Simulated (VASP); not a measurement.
Given:

```yaml
crystal:
  lattice:
    - [0.00000, 3.04552, 3.04552]
    - [3.04552, 0.00000, 3.04552]
    - [3.04552, 3.04552, 0.00000]
  atoms:
    - { symbol: Ba, position: [0.00000, 0.00000, 0.00000] }
    - { symbol: F, position: [0.25000, 0.25000, 0.25000] }
    - { symbol: F, position: [0.75000, 0.75000, 0.75000] }
```

All values below come from LDA (Ceperley-Alder, Perdew-Zunger), VASP's LDA PAW potentials (set 64) (plane waves; VASP 6.6.1). Numerical set-up: 520 eV cut-off, 7×7×7 Γ-centred mesh, tetrahedra with Blöchl corrections, potentials Ba_sv F.

### Question
Predict the energy per atom (σ→0).

### Answer

```
Property                        Value
---------------------  --------------
energy per atom (σ→0)  -6.209 eV/atom
```

Only differences to runs with the same potentials and settings are physical.

The compound is BaF2 in the fluorite structure. It was relaxed first, which changed the volume by -5 %.
